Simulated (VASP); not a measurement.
Crystal: GaAs.

```xyz
2
Lattice="0.0000 2.8452 2.8452 2.8452 0.0000 2.8452 2.8452 2.8452 0.0000" Properties=species:S:1:pos:R:3 pbc="T T T"
Ga    0.0000    0.0000    0.0000
As    1.4226    1.4226    1.4226
```

The cell was built by a generator and isn't the measured one.

Base run:

| Property | Result |
| --- | --- |
| Program | VASP 6.6.1 |
| Functional | LDA |
| Potentials or basis | VASP PAW LDA potentials, release 64 (Ga_d, As) |
| Cutoff | 520 eV |
| k mesh | 8 × 8 × 8 |
| Occupations | gaussian, width 0.02 eV |
| Spin | non-collinear spin, zero start, spin-orbit coupling |
| Starting moments | [[0.0, 0.0, 0.0], [0.0, 0.0, 0.0]] μB |

Its results: pressure -2.9 GPa; net moment 0.00 μB per cell.

Q: The run is repeated on the same cell with these changes: functional from LDA to PBE; potentials or basis from VASP PAW LDA potentials, release 64 (Ga_d, As) to VASP PAW PBE potentials, release 64 (Ga_d, As). What comes out?

A: Pressure 2.0 GPa; net moment 0.00 μB per cell.

Not every run made on this cell is shown here.
